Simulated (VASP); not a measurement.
An input for Ansatz (written as the equivalent of a VASP run, and not itself run):

Ansatz 0.2 input:
```yaml
crystal:
  lattice:
    - [0.0000000, 2.3550802, 2.3550802]
    - [2.3550802, 0.0000000, 2.3550802]
    - [2.3550802, 2.3550802, 0.0000000]
  atoms:
    - { symbol: Li, position: [0.0000000, 0.0000000, 0.0000000] }
    - { symbol: Br, position: [0.5000000, 0.5000000, 0.5000000] }
kpoints:
  mp_grid: { grid: [10, 10, 10] }
hamiltonian:
  xc: pbesol
  pseudopotentials: { kind: paw }
scf:
  occupations: { method: gaussian, width: 0.05 }
  max_iter: 100
relax:
  max_steps: 40
  f_tol: 0.02
  cell: { p_target: 30 }
output: { forces: true, stress: true, eigenvalues: true }
```

Problem. Write the VASP files for the same calculation (PBEsol).

Solution. This is not unique; one that fits is 
POSCAR:
```
LiBr
1
   -0.0000000000     2.3550802346     2.3550802346
    2.3550802346    -0.0000000000     2.3550802346
    2.3550802346     2.3550802346     0.0000000000
Li Br
1 1
Direct
  0.0000000000   0.0000000000   0.0000000000
  0.5000000000   0.5000000000   0.5000000000
```

INCAR:
```
# general
SYSTEM  = LiBr
PREC    = Accurate
ENCUT   = 620
LREAL   = F
LASPH   = T

# electronic loop
EDIFF   = 1E-6
NELM    = 100
ALGO    = Normal
LMAXMIX = 4

# smearing
ISMEAR  = 0
SIGMA   = 0.05

# functional
GGA     = PS

# ions
IBRION  = 2
NSW     = 40
ISIF    = 3
EDIFFG  = -0.02
PSTRESS = 300

# output
LWAVE   = F
LCHARG  = F
```

KPOINTS:
```
Automatic mesh
0
Gamma
10 10 10
0 0 0
```

POTCAR, in this order: Li_sv Br (PBE.64 set). Program: vasp_std.

The two are equivalent in intent, not identical: each code has its own PAW files, so the cut-off isn't converted (ENCUT is set for VASP's; basis.ecutwfc is left out, and Ansatz then takes the one that its files recommend); Ansatz stops its SCF on the density residual and VASP on the energy change (EDIFF).

The compound is LiBr in the rock salt structure. It was relaxed first under an external pressure of 30 GPa.
